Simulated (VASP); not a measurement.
Write the native input for VASP 6.6.1 that does the following.

| Quantity | Value |
| --- | --- |
| Task | single point |
| Functional | PBE |
| Potentials or basis | VASP PAW PBE potentials, release 64 (Zr_sv, Al, B, N) |
| Cutoff | 520 eV |
| k mesh | 12 × 12 × 4 |
| Occupations | gaussian, width 0.1 eV |
| Spin | collinear spin, ferromagnetic start |
| Starting moments | [1.5, 0.0, 0.0, 0.0, 0.0, 0.0, 0.0, 0.0] μB |
| Further INCAR settings | ALGO = Normal; EDIFF = 1e-06 |

The structure of ZrAl3B3N lies in POSCAR:

```
ZrAl3B3N
1.0
    3.0172470000      0.0000000000      0.0000000000
   -1.5086230000      2.6130120000      0.0000000000
    0.0000000000      0.0000000000     11.4161900000
Zr Al B N
1 3 3 1
Direct
    0.6666670000      0.3333330000      0.0105530000
    0.6666670000      0.3333330000      0.3139950000
    0.0000000000      0.0000000000      0.5253830000
    0.3333330000      0.6666670000      0.7302860000
    0.0000000000      0.0000000000      0.1757430000
    0.3333330000      0.6666670000      0.1658530000
    0.0000000000      0.0000000000      0.8491690000
    0.3333330000      0.6666670000      0.4190330000
```

The cell was built by a generator and needn't be a form met in nature.

The input as run:

INCAR

```
SYSTEM = ZrAl3B3N
PREC = Accurate ; ENCUT = 520
EDIFF = 1E-6 ; ISMEAR = 0
SIGMA = 0.1 ; LREAL = .FALSE.
LASPH = .TRUE. ; NELM = 150
ALGO = Normal ; ISIF = 2
LWAVE = .FALSE. ; LCHARG = .FALSE.
ISPIN = 2 ; MAGMOM = 1.5 0 0 0 0 0 0 0
LORBIT = 11 ; LMAXMIX = 4
GGA = PE ; KPAR = 2
```

KPOINTS

```
regular mesh
0
G
  12 12 4
  0 0 0
```

Potentials or basis: VASP PAW PBE potentials, release 64 (Zr_sv, Al, B, N).

Launch:

```bash
$ cat potpaw_PBE.64/Zr_sv/POTCAR potpaw_PBE.64/Al/POTCAR potpaw_PBE.64/B/POTCAR potpaw_PBE.64/N/POTCAR > POTCAR
$ mpirun -np 2 vasp_std > vasp.out
```

It gave:

The pressure is 0.0 GPa and the largest force is 0.004 eV/Å. The band gap on the k mesh is none (metal or under the smearing width). The net moment is 0.00 μB per cell. The valence electrons inside the program's atomic spheres are Zr 10.01; Al 0.67, 0.70, 0.76; B 2.03, 2.01, 1.75; N 3.74.

Run time: 3.5 min on 2 MPI ranks on AMD EPYC 7R13 Processor (Zen 3), with other jobs on the host, peak memory 0.39 GiB a rank.
